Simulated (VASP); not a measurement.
# The low-index faces of Be

Aim: compare the low-index faces of Be at one level of theory.

Calculated with VASP 6.6.1; PBEsol; plane waves and PAW (Be).

**1. The structure**

Symmetry: P6_3/mmc, No. 194, hexagonal system. The conventional cell has a = 2.290 Å, b = 2.290 Å, c = 3.588 Å, α = 90.00°, β = 90.00°, γ = 120.00°. Be has 12 Be at 2.23 to 2.29 Å nearest.

**2. The bulk reference, job relaxation, k-mesh 19×19×11**

The bulk crystal is relaxed first, so that the slabs are cut at this functional's lattice.

INCAR

```
SYSTEM = Be
PREC = Accurate
ENCUT = 420
EDIFF = 1E-06
NELM = 120
ISMEAR = 1
SIGMA = 0.15
LREAL = .FALSE.
ALGO = Normal
GGA = PS
NBANDS = 8
LORBIT = 11
LWAVE = .FALSE.
LCHARG = .FALSE.
KPAR = 4
IBRION = 2
NSW = 30
ISIF = 3
EDIFFG = -0.01
POTIM = 0.4
```

POSCAR

```
Be
1.0
    2.2900000000      0.0000000000      0.0000000000
   -1.1450000000      1.9831981747      0.0000000000
    0.0000000000      0.0000000000      3.5884300000
Be
2
Direct
    0.0000000000      0.0000000000      0.0000000000
    0.3333333333      0.6666666667      0.5000000000
```

KPOINTS

```
Automatic mesh
0
Gamma
19 19 11
0 0 0
```

PAW data sets: Be (PBE family, release 64).

The run is started by

```console
$ mpirun -np 4 vasp_std
```

The log of the run:

```text
[banner, memory and clock lines left out]
running    4 mpi-ranks, on    1 nodes
 distrk:  each k-point on    1 cores,    4 groups
 distr:  one band on    1 cores,    1 groups

 POSCAR found type information on POSCAR Be
 POSCAR found :  1 types and       2 ions
|                                                                             |
|               ----> ADVICE to this user running VASP <----                  |
|                                                                             |
|     You enforced a specific xc type in the INCAR file but a different       |
|     [... a line on the potential file left out ...]
|     I HOPE YOU KNOW WHAT YOU ARE DOING!                                     |
|                                                                             |

 LDA part: xc-table for (Slater+PW92), standard interpolation
 POSCAR, INCAR and KPOINTS ok, starting setup
 FFT: planning ... GRIDC
 FFT: planning ... GRID_SOFT
 FFT: planning ... GRID
 WAVECAR not read
 entering main loop
       N       E                     dE             d eps       ncg     rms          rms(c)
DAV:   1    -0.450565969684E+01   -0.45057E+01   -0.17932E+03  3896   0.355E+02
DAV:   2    -0.800882975696E+01   -0.35032E+01   -0.34515E+01  6000   0.452E+01
DAV:   3    -0.802227811532E+01   -0.13448E-01   -0.13433E-01  4184   0.253E+00
DAV:   4    -0.802228541765E+01   -0.73023E-05   -0.73015E-05  5720   0.676E-02
DAV:   5    -0.802228541874E+01   -0.10890E-08   -0.90794E-09  4264   0.351E-04    0.121E+00
DAV:   6    -0.800075749200E+01    0.21528E-01   -0.22766E-03  4056   0.484E-01    0.734E-01
DAV:   7    -0.799150352429E+01    0.92540E-02   -0.34141E-03  4488   0.507E-01    0.130E-02
DAV:   8    -0.799150198465E+01    0.15396E-05   -0.12085E-05  4288   0.268E-02    0.538E-03
DAV:   9    -0.799150262375E+01   -0.63910E-06   -0.40636E-07  4400   0.467E-03
   1 F= -.79915026E+01 E0= -.79914667E+01  d E =-.799150E+01
 curvature:   0.00 expect dE= 0.000E+00 dE for cont linesearch  0.000E+00
 trial: gam= 0.00000 g(F)=  0.517E-52 g(S)=  0.112E-01 ort = 0.000E+00 (trialstep = 0.100E+01)
 search vector abs. value=  0.112E-01
 bond charge predicted
       N       E                     dE             d eps       ncg     rms          rms(c)
DAV:   1    -0.799910183320E+01   -0.75998E-02   -0.19694E-02  4864   0.124E+00    0.569E-02
DAV:   2    -0.799906168981E+01    0.40143E-04   -0.23520E-05  4448   0.418E-02    0.351E-02
DAV:   3    -0.799904368015E+01    0.18010E-04   -0.14140E-05  4184   0.398E-02    0.139E-03
DAV:   4    -0.799904363982E+01    0.40331E-07   -0.83824E-08  2776   0.217E-03
   2 F= -.79990436E+01 E0= -.79990212E+01  d E =-.754102E-02
[...]
3 F= -.79999614E+01 E0= -.79999454E+01  d E =-.845883E-02
[...]
4 F= -.79999631E+01 E0= -.79999474E+01  d E =-.846048E-02
 curvature:  -0.72 expect dE=-0.276E-04 dE for cont linesearch -0.263E-06
 ZBRENT: bracketing found
 ZBRENT: accuracy reached
 trial: gam= 0.00908 g(F)=  0.136E-51 g(S)=  0.380E-04 ort =-0.638E-04 (trialstep = 0.110E+01)
 search vector abs. value=  0.378E-04
 bond charge predicted
       N       E                     dE             d eps       ncg     rms          rms(c)
DAV:   1    -0.799998806284E+01   -0.25076E-04   -0.19769E-04  4560   0.712E-02    0.522E-03
DAV:   2    -0.799998770386E+01    0.35898E-06   -0.10473E-06  4448   0.749E-03
   5 F= -.79999877E+01 E0= -.79999756E+01  d E =-.246028E-04
 trial-energy change:   -0.000025  1 .order   -0.000025   -0.000041   -0.000008
 step:   1.3671(harm=  1.3671)  dis= 0.00000  next Energy=    -7.999989 (dE=-0.256E-04)
 reached required accuracy - stopping structural energy minimisation
```

Run time: 4.6 s. Hardware: 4 MPI ranks of AMD EPYC 9R45, shared host; peak memory 0.42 GiB.

Lines that name or quote the potential files are left out of all logs, and their timing lines are given in words.

OUTCAR, selected parts (step 2):

```text
ion  position               nearest neighbor table
   1  0.000  0.000  0.000-   2 2.23   2 2.23   2 2.23   2 2.23   2 2.23   2 2.23
   2  0.333  0.667  0.500-   1 2.23   1 2.23   1 2.23   1 2.23   1 2.23   1 2.23

  LATTYP: Found a hexagonal cell.
 ALAT       =     2.2900000000
 C/A-ratio  =     1.5670000000

 Subroutine GETGRP returns: Found 24 space group operations
 (whereof 12 operations were pure point group operations)

The static configuration has the point symmetry D_3h.
 The point group associated with its full space group is D_6h.

 Found    240 irreducible k-points:

   k-points           NKPTS =    240   k-points in BZ     NKDIM =    240   number of bands    NBANDS=      8

   dimension x,y,z NGX =    16 NGY =   16 NGZ =   24
   dimension x,y,z NGXF=    32 NGYF=   32 NGZF=   48

   ENCUT  =  420.0 eV  30.87 Ry    5.56 a.u.   3.83  3.83  6.00*2*pi/ulx,y,z

   NELECT =       4.0000    total number of electrons

 k-points in reciprocal lattice and weights: Automatic mesh
   0.00000000  0.00000000  0.00000000       0.000
   0.05263158  0.00000000  0.00000000       0.002
   0.10526316  0.00000000  0.00000000       0.002
   0.15789474 -0.00000000  0.00000000       0.002
   0.21052632 -0.00000000  0.00000000       0.002
   0.26315789 -0.00000000  0.00000000       0.002
   0.31578947 -0.00000000  0.00000000       0.002
   0.36842105  0.00000000  0.00000000       0.002
   0.42105263 -0.00000000  0.00000000       0.002
[...]
0.36842105  0.26315789  0.45454545       0.003
   0.31578947  0.31578947  0.45454545       0.003

 average (electrostatic) potential at core
       1 -32.7532       2 -32.7532

 E-fermi :   7.1332

 k-point     1 :       0.0000    0.0000    0.0000
  band No.  band energies     occupation
      1      -4.3097      2.00000
      2       2.5678      2.00000
      3       8.1826     -0.00000
      4      23.1968      0.00000
      5      23.1968      0.00000
      6      26.0437      0.00000
      7      26.0437      0.00000
    ...

 k-point     2 :       0.0526    0.0000    0.0000
  band No.  band energies     occupation
      1      -4.2299      2.00000
      2       2.6729      2.00000
      3       8.2055     -0.00000
      4      22.5224      0.00000
      5      22.6818      0.00000
      6      26.0527      0.00000
      7      26.3212      0.00000
    ...

 k-point     3 :       0.1053    0.0000    0.0000
  band No.  band energies     occupation
      1      -3.9907      2.00000
      2       2.9881      2.00000
      3       8.2698     -0.00000
      4      20.8557      0.00000
      5      21.6286      0.00000
      6      26.0107      0.00000
      7      26.6217      0.00000
    ...

  Total        0.0003668      0.0003668      0.0098451      0.0000000      0.0000000      0.0000000
  in kB        0.0374168      0.0374168      1.0043925      0.0000000      0.0000000      0.0000000
  external PRESSURE =       0.3597420 kB  Pullay stress =       0.0000000 kB

  energy-cutoff  :      420.00
  volume of cell :       15.70
      direct lattice vectors                 reciprocal lattice vectors
     2.256563470 -0.000000000  0.000000000     0.443151727  0.255853769  0.000000000
    -1.128281735  1.954241290  0.000000000     0.000000000  0.511707538 -0.000000000
    -0.000000000  0.000000000  3.561226157    -0.000000000 -0.000000000  0.280802161

 POSITION                                       TOTAL-FORCE (eV/Angst)
 -----------------------------------------------------------------------------------
      2.25656      0.00000      3.56123        -0.000000      0.000000      0.000000
     -0.00000      1.30283      1.78061         0.000000     -0.000000     -0.000000
 -----------------------------------------------------------------------------------
    total drift:                                0.000000     -0.000000     -0.000000

  FREE ENERGIE OF THE ION-ELECTRON SYSTEM (eV)
  ---------------------------------------------------
  free  energy   TOTEN  =        -7.9999877039 eV

  energy  without entropy=       -7.9999513954  energy(sigma->0) =       -7.99997560

 reached required accuracy - stopping structural energy minimisation

 total charge
# of ion       s       p       d       tot
------------------------------------------
    1        0.406   0.781   0.000   1.187
    2        0.406   0.781   0.000   1.187
--------------------------------------------------
tot          0.813   1.562   0.000   2.375

[... 3 further parts left out ...]
```

CONTCAR:

```
Be
   1.00000000000000
     2.2565634701732260   -0.0000000000000000    0.0000000000000000
    -1.1282817350866130    1.9542412904541451    0.0000000000000000
    -0.0000000000000000    0.0000000000000000    3.5612261566947865
  Be
     2
Direct
     1.0000000000000000    0.0000000000000000    1.0000000000000000
     0.3333333332999970    0.6666666667000030    0.5000000000000000
```

The PAW data sets were made with PBE, which is usual practice but a small mismatch for other functionals. The run keeps the 24 symmetry operations of its start, so it cannot find a distortion of lower symmetry.

Step by step:

```csv
step,energy less that of the first step (eV),largest force (eV/Å),pressure (GPa),volume (Å³)
1,0.0000,0.0000,-4.22,16.30
2,-0.0075,0.0000,-1.40,15.90
3,-0.0085,0.0000,-0.01,15.71
4,-0.0085,0.0000,0.08,15.70
5,-0.0085,0.0000,0.04,15.70
```

```csv
"conventional cell, symmetrised",before,after,change
a (Å),2.290,2.257,-1.5 %
b (Å),2.290,2.257,-1.5 %
c (Å),3.588,3.561,-0.8 %
volume (Å³/atom),8.15,7.85,-3.6 %
```

The relaxed structure:

```
Be
1.0
     2.25656    0.00000    0.00000
    -1.12828    1.95424    0.00000
     0.00000    0.00000    3.56123
Be
2
Direct
  0.00000 0.00000 0.00000
  0.33333 0.66667 0.50000
```

Numbers from this step:

```yaml
electronic_cycles: 21
electrons: 4
free_energy_toten: -8.000 eV
fermi_energy: 7.133 eV
metallic: yes
```

The run ended after 5 ionic steps, 0.008 eV below its first step, once forces and stress met EDIFFG = -0.01.

Energy at zero smearing: -7.99998 eV.

**3. The bulk reference, job self-consistent run, k-mesh 23×23×13**

INCAR

```
SYSTEM = Be
PREC = Normal
ENCUT = 320
EDIFF = 1E-06
NELM = 120
ISMEAR = 1
SIGMA = 0.15
LREAL = .FALSE.
ALGO = Fast
GGA = PS
NBANDS = 8
LORBIT = 11
LWAVE = .FALSE.
LCHARG = .FALSE.
KPAR = 4
```

POSCAR

```
Be
1.0
    2.2565634702      0.0000000000      0.0000000000
   -1.1282817351      1.9542412905      0.0000000000
    0.0000000000      0.0000000000      3.5612261567
Be
2
Direct
    0.0000000000      0.0000000000      0.0000000000
    0.3333333333      0.6666666667      0.5000000000
```

KPOINTS

```
Automatic mesh
0
Gamma
23 23 13
0 0 0
```

The run is started by

```console
$ mpirun -np 4 vasp_std
```

The log of the run:

```text
[banner, memory and clock lines left out]
running    4 mpi-ranks, on    1 nodes
 distrk:  each k-point on    1 cores,    4 groups
 distr:  one band on    1 cores,    1 groups

 POSCAR found type information on POSCAR Be
 POSCAR found :  1 types and       2 ions
 [... a notice as in an earlier step ...]

 LDA part: xc-table for (Slater+PW92), standard interpolation
 POSCAR, INCAR and KPOINTS ok, starting setup
 FFT: planning ... GRIDC
 FFT: planning ... GRID_SOFT
 FFT: planning ... GRID
 WAVECAR not read
 entering main loop
       N       E                     dE             d eps       ncg     rms          rms(c)
DAV:   1    -0.564876671662E+01   -0.56488E+01   -0.15518E+03  6736   0.288E+02
DAV:   2    -0.802082145223E+01   -0.23721E+01   -0.22928E+01  9656   0.342E+01
DAV:   3    -0.802838683761E+01   -0.75654E-02   -0.75653E-02  6496   0.175E+00
DAV:   4    -0.802839012303E+01   -0.32854E-05   -0.32851E-05  9560   0.401E-02
DAV:   5    -0.802839012317E+01   -0.14063E-09   -0.16976E-09  6640   0.153E-04    0.123E+00
RMM:   6    -0.800474920646E+01    0.23641E-01   -0.19703E-03  6272   0.498E-01    0.751E-01
RMM:   7    -0.799486798692E+01    0.98812E-02   -0.30054E-03  6533   0.501E-01    0.141E-02
RMM:   8    -0.799487466567E+01   -0.66787E-05   -0.11307E-04  6792   0.110E-01    0.608E-03
RMM:   9    -0.799487614980E+01   -0.14841E-05   -0.54289E-06  7196   0.191E-02    0.199E-03
RMM:  10    -0.799487547531E+01    0.67450E-06   -0.36424E-07  6143   0.513E-03
   1 F= -.79948755E+01 E0= -.79949374E+01  d E =0.185727E-03
```

It took 2 s on 4 MPI ranks; peak memory 0.36 GiB; 5.7 s of CPU time.

OUTCAR, selected parts (step 3):

```text
  LATTYP: Found a hexagonal cell.
 ALAT       =     2.2565634702
 C/A-ratio  =     1.5781635233

 Found    392 irreducible k-points:

   k-points           NKPTS =    392   k-points in BZ     NKDIM =    392   number of bands    NBANDS=      8

   dimension x,y,z NGX =    10 NGY =   10 NGZ =   16
   dimension x,y,z NGXF=    20 NGYF=   20 NGZF=   32

   ENCUT  =  320.0 eV  23.52 Ry    4.85 a.u.   3.29  3.29  5.19*2*pi/ulx,y,z

   NELECT =       4.0000    total number of electrons

 E-fermi :   6.9919

 k-point     1 :       0.0000    0.0000    0.0000
  band No.  band energies     occupation
      1      -4.3091      2.00000
      2       2.5687      2.00000
      3       8.1842     -0.00000
      4      23.1996      0.00000
      5      23.1996      0.00000
      6      26.0466      0.00000
      7      26.0466      0.00000
    ...

 k-point     2 :       0.0435    0.0000    0.0000
  band No.  band energies     occupation
      1      -4.2547      2.00000
      2       2.6404      2.00000
      3       8.1999     -0.00000
      4      22.7298      0.00000
      5      22.8324      0.00000
      6      26.0540      0.00000
      7      26.2520      0.00000
    ...

  Total        0.0442893      0.0442893     -0.0450349      0.0000000     -0.0000000      0.0000000
  in kB        4.5183957      4.5183957     -4.5944596      0.0000000     -0.0000000      0.0000000
  external PRESSURE =       1.4807773 kB  Pullay stress =       0.0000000 kB

  energy-cutoff  :      320.00
  volume of cell :       15.70
      direct lattice vectors                 reciprocal lattice vectors
     2.256563470  0.000000000  0.000000000     0.443151727  0.255853769  0.000000000
    -1.128281735  1.954241290  0.000000000     0.000000000  0.511707538  0.000000000
     0.000000000  0.000000000  3.561226157     0.000000000  0.000000000  0.280802161

 POSITION                                       TOTAL-FORCE (eV/Angst)
 -----------------------------------------------------------------------------------
      0.00000      0.00000      0.00000        -0.000000      0.000000      0.000000
     -0.00000      1.30283      1.78061         0.000000      0.000000      0.000000
 -----------------------------------------------------------------------------------
    total drift:                               -0.000000      0.000000      0.000000

  FREE ENERGIE OF THE ION-ELECTRON SYSTEM (eV)
  ---------------------------------------------------
  free  energy   TOTEN  =        -7.9948754753 eV

  energy  without entropy=       -7.9950612023  energy(sigma->0) =       -7.99493738

 total charge
# of ion       s       p       d       tot
------------------------------------------
    1        0.407   0.776   0.000   1.182
    2        0.407   0.776   0.000   1.182
--------------------------------------------------
tot          0.813   1.551   0.000   2.364

[... 2 parts as in an earlier step ...]

[... 7 further parts left out ...]
```

Numbers from this step:

- electronic cycles: 10
- free energy (TOTEN): -7.995 eV
- energy at zero smearing: -7.995 eV
- Fermi energy: 6.992 eV

Energy at zero smearing: -7.99494 eV.

The run ends at a pressure of 0.15 GPa.

(Continued in part 2 of 3.)

[Lines on the potential files, build, host, timing and source positions are cut from VASP's logs without a mark.]

[Logs are printed without paths, hosts, clocks, repeated set-up lines and the standing remarks that a program may print on its own settings, such as how far it seeks lower states.]

[Hosts, paths, dates, database ids (printed as entryN), source tags and the programs' standing remarks are cut or masked in the printed files.]

[Runs that stopped without an error message from VASP are left out.]
